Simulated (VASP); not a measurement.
Input:

```
CELL_PARAMETERS angstrom
      3.13119     1.80779     7.20303
     -3.13119     1.80779     7.20303
      0.00000    -3.61559     7.20303
ATOMIC_POSITIONS crystal
  K  0.50000 0.50000 0.50000
  K  0.92013 0.92013 0.92013
  K  0.07987 0.07987 0.07987
  Sb 0.24185 0.24185 0.24185
  Sb 0.75815 0.75815 0.75815
  Au 0.50000 0.00000 0.50000
  Au 0.50000 0.50000 0.00000
  Au 0.00000 0.50000 0.50000
```

All values below come from LDA (Ceperley-Alder, Perdew-Zunger), VASP's LDA PAW potentials (set 64) (plane waves; VASP). Numerical set-up: 300 eV cut-off, 3×3×3 Γ-centred mesh, Fermi-Dirac smearing of 0.050 eV, potentials K_sv Sb Au.

At this cut-off the stress carries a Pulay error, which pulls relaxed volumes low.

Give the force on each atom (eV/Å).

| atom | Fx | Fy | Fz |
|---|---|---|---|
| K1 | 0.000 | 0.000 | 0.000 |
| K2 | 0.000 | 0.000 | 0.025 |
| K3 | 0.000 | 0.000 | -0.025 |
| Sb4 | 0.000 | 0.000 | 0.389 |
| Sb5 | 0.000 | 0.000 | -0.389 |
| Au6 | 0.000 | 0.000 | 0.000 |
| Au7 | 0.000 | 0.000 | 0.000 |
| Au8 | 0.000 | 0.000 | 0.000 |

Give the stress tensor in GPa (positive for a compressed cell).

```
-2.61   0.00   0.00
 0.00  -2.61   0.00
 0.00   0.00  -2.96
```
The pressure is its mean diagonal, -2.73 GPa.

The structure comes from a computed database's K3Sb2Au3 entry (R-3m); how it stands against other phases isn't given here. The cell was not relaxed at this level.
